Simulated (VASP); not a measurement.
Output of a VASP run:

OSZICAR:
```
...
RMM:   4    -0.544055541850E+03   -0.14912E-04   -0.17303E-04   377   0.243E-02    0.128E-02
RMM:   5    -0.544055543176E+03   -0.13266E-05   -0.22704E-05   234   0.101E-02
  47 F= -.54405554E+03 E0= -.54405554E+03  d E =-.191151E-02
       N       E                     dE             d eps       ncg     rms          rms(c)
DAV:   1    -0.544055890894E+03   -0.34904E-03   -0.12803E-01   404   0.876E-01    0.967E-02
RMM:   2    -0.544055964454E+03   -0.73561E-04   -0.22320E-03   362   0.105E-01    0.524E-02
RMM:   3    -0.544055959855E+03    0.45993E-05   -0.45720E-04   368   0.429E-02    0.217E-02
RMM:   4    -0.544055968226E+03   -0.83706E-05   -0.98343E-05   332   0.183E-02
  48 F= -.54405597E+03 E0= -.54405597E+03  d E =-.233656E-02
       N       E                     dE             d eps       ncg     rms          rms(c)
DAV:   1    -0.544057222917E+03   -0.12631E-02   -0.27921E-01   372   0.130E+00    0.139E-01
RMM:   2    -0.544057351246E+03   -0.12833E-03   -0.48787E-03   362   0.153E-01    0.731E-02
RMM:   3    -0.544057339092E+03    0.12154E-04   -0.10089E-03   372   0.621E-02    0.316E-02
RMM:   4    -0.544057353682E+03   -0.14590E-04   -0.19376E-04   378   0.262E-02    0.133E-02
RMM:   5    -0.544057355933E+03   -0.22509E-05   -0.26239E-05   243   0.107E-02
  49 F= -.54405736E+03 E0= -.54405736E+03  d E =-.138771E-02
       N       E                     dE             d eps       ncg     rms          rms(c)
DAV:   1    -0.544057444751E+03   -0.91069E-04   -0.32151E-02   404   0.440E-01    0.469E-02
RMM:   2    -0.544057461466E+03   -0.16715E-04   -0.57514E-04   362   0.527E-02    0.247E-02
RMM:   3    -0.544057461171E+03    0.29549E-06   -0.12168E-04   360   0.214E-02    0.110E-02
RMM:   4    -0.544057462693E+03   -0.15226E-05   -0.20290E-05   231   0.897E-03
  50 F= -.54405746E+03 E0= -.54405746E+03  d E =-.149447E-02
       N       E                     dE             d eps       ncg     rms          rms(c)
DAV:   1    -0.544058158796E+03   -0.69762E-03   -0.10783E-01   372   0.837E-01    0.869E-02
RMM:   2    -0.544058198186E+03   -0.39391E-04   -0.18052E-03   362   0.985E-02    0.429E-02
RMM:   3    -0.544058187155E+03    0.11032E-04   -0.40433E-04   368   0.405E-02    0.192E-02
RMM:   4    -0.544058192893E+03   -0.57385E-05   -0.90063E-05   337   0.174E-02
  51 F= -.54405819E+03 E0= -.54405819E+03  d E =-.730200E-03
       N       E                     dE             d eps       ncg     rms          rms(c)
DAV:   1    -0.544058216421E+03   -0.29266E-04   -0.41077E-03   412   0.163E-01    0.177E-02
RMM:   2    -0.544058218678E+03   -0.22574E-05   -0.78052E-05   333   0.204E-02    0.915E-03
RMM:   3    -0.544058218531E+03    0.14672E-06   -0.17309E-05   224   0.843E-03    0.436E-03
RMM:   4    -0.544058218785E+03   -0.25385E-06   -0.35809E-06   204   0.358E-03
  52 F= -.54405822E+03 E0= -.54405822E+03  d E =-.756092E-03
       N       E                     dE             d eps       ncg     rms          rms(c)
DAV:   1    -0.544058522424E+03   -0.30389E-03   -0.35045E-02   372   0.480E-01    0.494E-02
RMM:   2    -0.544058536098E+03   -0.13675E-04   -0.57489E-04   362   0.563E-02    0.239E-02
RMM:   3    -0.544058533192E+03    0.29060E-05   -0.12306E-04   366   0.232E-02    0.112E-02
RMM:   4    -0.544058534801E+03   -0.16085E-05   -0.26309E-05   237   0.100E-02
  53 F= -.54405853E+03 E0= -.54405853E+03  d E =-.316016E-03
```

### OUTCAR
```
------------------------ aborting loop because EDIFF is reached ----------------------------------------
  FORCE on cell =-STRESS in cart. coord.  units (eV):
  Direction    XX          YY          ZZ          XY          YZ          ZX
  --------------------------------------------------------------------------------------
  Total       -5.9536147     -4.4206425    -22.5818730      2.0774044      1.6319907     -1.7370620
  in kB      -12.6232448     -9.3729365    -47.8795700      4.4046493      3.4602538     -3.6830329
  external PRESSURE =     -23.2919171 kB  Pullay stress =       0.0000000 kB
  volume of cell :      755.65
      direct lattice vectors                 reciprocal lattice vectors
     4.640980826 -8.038414841  0.000000000     0.107735847 -0.062201318  0.000000000
     4.640980826  8.038414841  0.000000000     0.107735847  0.062201318  0.000000000
     0.000000000  0.000000000 10.127683409     0.000000000  0.000000000  0.098739263
  FREE ENERGIE OF THE ION-ELECTRON SYSTEM (eV)
  ---------------------------------------------------
  free  energy   TOTEN  =      -544.0585348009 eV

  energy  without entropy=     -544.0585348009  energy(sigma->0) =     -544.05853480

 reached required accuracy - stopping structural energy minimisation
```
(Selected blocks of OUTCAR.)

**POSCAR**
```
C36HSi36
1
    4.6409808259    -8.0384148409     0.0000000000
    4.6409808259     8.0384148409     0.0000000000
    0.0000000000     0.0000000000    10.1276834094
Si C H
36 36 1
Direct
  0.0000000000   0.0000000000   0.0000000000
  0.0000000000   0.0000000000   0.5000000000
  0.2222220000   0.1111110000   0.7501800000
  0.1111110000   0.2222220000   0.2501800000
  0.0000000000   0.3333330000   0.0000000000
  0.0000000000   0.3333330000   0.5000000000
  0.2173210000   0.4446630000   0.7463360000
  0.1111110000   0.5555560000   0.2501800000
  0.0000000000   0.6666670000   0.0000000000
  0.0000000000   0.6666670000   0.5000000000
  0.2222220000   0.7777780000   0.7501800000
  0.1111110000   0.8888890000   0.2501800000
  0.3333330000   0.0000000000   0.0000000000
  0.3333330000   0.0000000000   0.5000000000
  0.5555560000   0.1111110000   0.7501800000
  0.4444440000   0.2222220000   0.2501800000
  0.3333330000   0.3333330000   0.0000000000
  0.3300310000   0.3332480000   0.4969770000
  0.5564400000   0.4404130000   0.7549570000
  0.4444440000   0.5555560000   0.2501800000
  0.3333330000   0.6666670000   0.0000000000
  0.3395520000   0.6692920000   0.4972180000
  0.5534250000   0.7775880000   0.7522430000
  0.4444440000   0.8888890000   0.2501800000
  0.6666670000   0.0000000000   0.0000000000
  0.6666670000   0.0000000000   0.5000000000
  0.8888890000   0.1111110000   0.7501800000
  0.7777780000   0.2222220000   0.2501800000
  0.6666670000   0.3333330000   0.0000000000
  0.6666670000   0.3333330000   0.5000000000
  0.8888890000   0.4444440000   0.7501800000
  0.7777780000   0.5555560000   0.2501800000
  0.6666670000   0.6666670000   0.0000000000
  0.6620530000   0.6634980000   0.5002680000
  0.8888890000   0.7777780000   0.7501800000
  0.7777780000   0.8888890000   0.2501800000
  0.0000000000   0.0000000000   0.8121600000
  0.0000000000   0.0000000000   0.3121600000
  0.2222220000   0.1111110000   0.5632900000
  0.1111110000   0.2222220000   0.0632900000
  0.0000000000   0.3333330000   0.8121600000
  0.0000000000   0.3333330000   0.3121600000
  0.2160780000   0.4405860000   0.5642800000
  0.1111110000   0.5555560000   0.0632900000
  0.0000000000   0.6666670000   0.8121600000
  0.0000000000   0.6666670000   0.3121600000
  0.2222220000   0.7777780000   0.5632900000
  0.1111110000   0.8888890000   0.0632900000
  0.3333330000   0.0000000000   0.8121600000
  0.3333330000   0.0000000000   0.3121600000
  0.5555560000   0.1111110000   0.5632900000
  0.4444440000   0.2222220000   0.0632900000
  0.3282700000   0.3277070000   0.8157270000
  0.3333330000   0.3333330000   0.3121600000
  0.5604970000   0.4439870000   0.5632650000
  0.4444440000   0.5555560000   0.0632900000
  0.3287520000   0.6666420000   0.8138970000
  0.3333330000   0.6666670000   0.3121600000
  0.5550960000   0.7745370000   0.5646560000
  0.4444440000   0.8888890000   0.0632900000
  0.6666670000   0.0000000000   0.8121600000
  0.6666670000   0.0000000000   0.3121600000
  0.8888890000   0.1111110000   0.5632900000
  0.7777780000   0.2222220000   0.0632900000
  0.6666670000   0.3333330000   0.8121600000
  0.6666670000   0.3333330000   0.3121600000
  0.8888890000   0.4444440000   0.5632900000
  0.7777780000   0.5555560000   0.0632900000
  0.6608320000   0.6652390000   0.8090590000
  0.6666670000   0.6666670000   0.3121600000
  0.8888890000   0.7777780000   0.5632900000
  0.7777780000   0.8888890000   0.0632900000
  0.4337420000   0.5403420000   0.6645680000
```

Reconstruct the remaining input files.

Several could match; the one computed here: the input of the run itself, PBE GGA, plane waves, VASP's PBE PAW potentials (set 64).

### KPOINTS
```
Automatic mesh
0
Gamma
1 1 1
```

INCAR:
```
LCHARG=.FALSE.
LASPH=.TRUE.
ISMEAR=0   # Gaussian
GGA=PE
PREC=Normal
ALGO=Fast
LREAL=Auto   # projection in real space or not
EDIFF=1E-5
SYSTEM=C36HSi36
NELECT=288.0
ENCUT=400   # plane-wave cut-off (eV)
NELM=100   # most electronic steps
IBRION=2
SIGMA=0.05
EDIFFG=-0.03
LWAVE=.TRUE.
NSW=60   # most ionic steps
ISYM=0
ISIF=2
NELMIN=4
```

POTCAR, in this order: Si C H (PBE.64 set). Program: vasp_gam.

At this cut-off the stress carries a Pulay error, which pulls relaxed volumes low. The cell is charged, with a uniform compensating background. The supercell is sampled at Γ alone, which is coarse: total energies, pressure and levels can be off, energies of defects by several tenths of an eV.

The cell is a supercell with a defect, built from SiC (4h): H_i, charge +1. The run is not spin-polarised, so no state with unpaired spins was tried.
